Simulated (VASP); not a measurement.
Here is a VASP 6.6.1 calculation.

Contents of INCAR:

```
SYSTEM = H4CS
PREC     = Accurate       ! precision mode
ENCUT    = 400            ! plane-wave cutoff, eV
EDIFF    = 1E-6           ! SCF threshold, eV
ISMEAR   = 0              ! smearing method
SIGMA    = 0.01           ! smearing width, eV
LREAL    = .FALSE.        ! projectors in reciprocal space
LASPH    = .TRUE.         ! aspherical terms in the spheres
NELM     = 60             ! most SCF steps
ALGO     = Fast           ! electronic algorithm
ISIF     = 2              ! what is computed and relaxed
LWAVE    = .FALSE.        ! write WAVECAR
LCHARG   = .FALSE.        ! write CHGCAR
GGA      = PE             ! functional
ISYM     = 0
```

Contents of KPOINTS:

```
regular mesh
0
G
  1 1 1
  0 0 0
```

POSCAR

```
H4CS                                    
1.0
   13.5797842126      0.0000000000      0.0000000000
    0.0000000000     14.0797842126      0.0000000000
    0.0000000000      0.0000000000     14.5797842126
  S               C               H             
     1     1     4
Selective dynamics
Direct
     0.5430486435000006    0.4775284146999965    0.5819478056999969   F   F   F
     0.4906730814134500    0.5298806704565684    0.4788191866865522   T   T   T
     0.5228053715789904    0.3863186092973618    0.5606173730189973   T   T   T
     0.5289347955359968    0.5053225841694334    0.4169798931007371   T   T   T
     0.5013685259005937    0.6068320777582860    0.4852499719238958   T   T   T
     0.4115349988443990    0.5154251240327821    0.4734884635801080   T   T   T
```

Potentials or basis: VASP PAW PBE potentials, release 64 (S, C, H).

Command:

```sh
$ cat potpaw_PBE.64/S/POTCAR potpaw_PBE.64/C/POTCAR potpaw_PBE.64/H/POTCAR > POTCAR
$ mpirun -np 1 vasp_gam > vasp.out
```

Question: Predict the gap between the frontier levels.

Answer: 4.66 eV.

Question: What does it give for the largest force?

Answer: 0.032 eV/Å.

Forces on the atoms (eV/Å):
```
S   -0.012  0.011 -0.027
C    0.011  0.001  0.021
H    0.005 -0.021  0.014
H    0.004 -0.004 -0.009
H    0.002  0.014  0.002
H   -0.010 -0.002 -0.002
```

 As with any semilocal functional, this PBE gap is likely too small.
